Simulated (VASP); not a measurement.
Here is the system:

```yaml
crystal:
  lattice:
    - [0.00000, 2.02038, 2.02038]
    - [2.02038, 0.00000, 2.02038]
    - [2.02038, 2.02038, 0.00000]
  atoms:
    - { symbol: Al, position: [0.00000, 0.00000, 0.00000] }
```

Computed with vdW-DF2, VASP's PBE PAW potentials (set 64) (plane waves; VASP). Settings: 520 eV cut-off, 15×15×15 Γ-centred mesh, first-order Methfessel-Paxton smearing of 0.10 eV, potentials Al.

Q: Give the stress tensor in GPa (positive for a compressed cell).

A: 
```
2.10  0.00  0.00
0.00  2.10  0.00
0.00  0.00  2.10
```
The pressure is its mean diagonal, 2.10 GPa.

The compound is Al in the fcc structure. This cell is one point of a volume scan, at 0.97 of the reference volume.
